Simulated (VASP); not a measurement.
A VASP calculation is set up with these files.

### INCAR
```
! general
SYSTEM  = Y
PREC    = Accurate
ENCUT   = 500
LREAL   = .FALSE.
LASPH   = .TRUE.

! electronic loop
EDIFF   = 1E-6
NELM    = 100
ALGO    = Normal
LMAXMIX = 4

! smearing
ISMEAR  = 1
SIGMA   = 0.1

! functional
GGA     = PS

! ions
IBRION  = 2
NSW     = 40
ISIF    = 3
EDIFFG  = -0.02
PSTRESS = 50

! output
LWAVE   = .FALSE.
LCHARG  = .FALSE.
```

### KPOINTS
```
Automatic mesh
0
G
 12 12 7
0 0 0
```

POSCAR:
```
Y
1
    1.7302793128    -2.9969319705     0.0000000000
    1.7302793128     2.9969319705     0.0000000000
   -0.0000000000    -0.0000000000     5.4343078341
Y
2
Direct
  0.3333330000   0.6666670000   0.2500000000
  0.6666670000   0.3333330000   0.7500000000
```

POTCAR, in this order: Y_sv (PBE.64 set). Program: vasp_std.

Translate this PBEsol calculation to Quantum ESPRESSO's pw.x.

One equivalent input (not run):
```
&CONTROL
  calculation = 'vc-relax'
  pseudo_dir = './pseudo'
  outdir = './out'
  tprnfor = .true.
  tstress = .true.
  nstep = 40
  forc_conv_thr = 0.00078
/
&SYSTEM
  ibrav = 0
  nat = 2
  ntyp = 1
  ecutwfc = 72
  occupations = 'smearing'
  smearing = 'methfessel-paxton'
  degauss = 0.00735
  input_dft = 'pbesol'
/
&ELECTRONS
  conv_thr = 7.3e-08
  electron_maxstep = 100
/
&IONS
/
&CELL
  press = 50
/
ATOMIC_SPECIES
  Y 88.906 Y.upf
CELL_PARAMETERS angstrom
     1.7302793   -2.9969320    0.0000000
     1.7302793    2.9969320    0.0000000
    -0.0000000   -0.0000000    5.4343078
ATOMIC_POSITIONS crystal
  Y    0.3333330  0.6666670  0.2500000
  Y    0.6666670  0.3333330  0.7500000
K_POINTS automatic
  12 12 7 0 0 0
```
Limits of the translation: the potentials are each code's own (VASP's PAW set, PseudoDojo norm-conserving files in pw.x), so ENCUT and ecutwfc are chosen apart and not converted; conv_thr bounds pw.x's estimated SCF error, while EDIFF bounds the energy change between steps; forc_conv_thr acts on force components and is met together with etot_conv_thr.

The compound is Y in the hcp structure. It was relaxed first under an external pressure of 5 GPa.
